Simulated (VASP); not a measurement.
Consider the following.

```xyz
8
Lattice="3.6462 0.0000 0.0000 -1.8231 3.1577 0.0000 0.0000 0.0000 12.3011" Properties=species:S:1:pos:R:3 pbc="T T T"
Ni     0.0000     2.1052     1.5376
Ni     1.8231     1.0526     7.6882
Ni     1.8231     1.0526    10.7634
Ni     0.0000     2.1052     4.6129
Sb     0.0000     0.0000     0.0000
Sb     0.0000     0.0000     6.1505
Sb     0.0000     2.1052     9.2258
Sb     1.8231     1.0526     3.0753
```
Starting moments (μB, in the order of the record's atoms Ni Ni Ni Ni Sb Sb Sb Sb): 2.0 2.0 2.0 2.0 0.0 0.0 0.0 0.0.

Level of theory: PBE GGA, VASP's PBE PAW potentials (set 64) (plane waves; VASP). Run with 300 eV cut-off, 4×4×1 Γ-centred mesh shifted by (0.5, 0.5, 0.5), Fermi-Dirac smearing of 0.050 eV, potentials Ni Sb.

At this cut-off the stress carries a Pulay error, which pulls relaxed volumes low.

**Question.** Which forces act on the atoms, in eV/Å?

**Answer.** 
| atom | Fx | Fy | Fz |
|---|---|---|---|
| Ni1 | 0.000 | 0.000 | 0.643 |
| Ni2 | 0.000 | 0.000 | 0.643 |
| Ni3 | 0.000 | 0.000 | -0.643 |
| Ni4 | 0.000 | 0.000 | -0.643 |
| Sb5 | 0.000 | 0.000 | 0.000 |
| Sb6 | 0.000 | 0.000 | 0.000 |
| Sb7 | 0.000 | 0.000 | 0.000 |
| Sb8 | 0.000 | 0.000 | 0.000 |

**Question.** Give the stress tensor in GPa (positive for a compressed cell).

**Answer.** 
```
 4.89   0.00   0.00
 0.00   4.89   0.00
 0.00   0.00  -2.05
```
The pressure is its mean diagonal, 2.58 GPa.

The structure was generated: NiSb was put into an ordered model structure, which need not be its known phase. The cell was not relaxed at this level. The k-mesh is coarse (spacing up to 0.51 per Å, 2π included), so the numbers may not be converged in it.
